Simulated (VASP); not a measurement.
## Cs3Pt: equation of state with PBE

Crystal: Cs3Pt.

```xyz
4
Lattice="5.7777 0.0000 0.0000 0.0000 5.7777 0.0000 0.0000 0.0000 5.7777" Properties=species:S:1:pos:R:3 pbc="T T T"
Pt    2.8888    2.8888    2.8888
Cs    2.8888    0.0000    0.0000
Cs    0.0000    2.8888    0.0000
Cs    0.0000    0.0000    2.8888
```

The cell comes from a database or a generator and needn't be the stable form of this composition.

```json
{"Program": "VASP 6.6.1", "Task": "equation of state", "Functional": "PBE", "Potentials or basis": "VASP PAW PBE potentials, release 64 (Pt, Cs_sv)", "Cutoff": "520 eV", "k mesh": "5 × 5 × 5", "Occupations": "fermi-dirac, width 0.05 eV", "Spin": "no spin polarisation", "Further INCAR settings": "ALGO = Normal; EDIFF = 1e-07; NBANDS = 26"}
```

```
Equilibrium volume                      : 47.05 Å³/atom
Bulk modulus                            : 8.3 GPa
Pressure derivative of the bulk modulus : 4.0
```

Energy against volume, from the lowest point:
```tsv
volume (Å³/atom)	energy (meV/atom)
45.323	1.73
46.288	0.32
47.252	0.00
48.216	0.70
49.181	2.31
50.145	4.73
51.109	7.90
```

All runs of the series together: 4.9 min on 1 thread of Intel(R) Xeon(R) Platinum 8559C (Emerald Rapids), on a shared host.

Spin-orbit coupling is left out, which matters for the levels of Cs, Pt.
